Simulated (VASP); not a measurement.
Input:

```
TiC
1.0
    0.00000     2.15487     2.15487
    2.15487     0.00000     2.15487
    2.15487     2.15487     0.00000
Ti C
1 1
Direct
  0.00000   0.00000   0.00000
  0.50000   0.50000   0.50000
```

The numbers are results of revPBE GGA, VASP's PBE PAW potentials (set 64) (plane waves; VASP), not measurements. Run with 520 eV cut-off, 14×14×14 Γ-centred mesh, first-order Methfessel-Paxton smearing of 0.10 eV, potentials Ti_sv C.

Give the stress tensor in GPa (positive for a compressed cell).

```
7.75  0.00  0.00
0.00  7.75  0.00
0.00  0.00  7.75
```
The pressure is its mean diagonal, 7.75 GPa.

The compound is TiC in the rock salt structure. This cell is one point of a volume scan, at 0.97 of the reference volume.
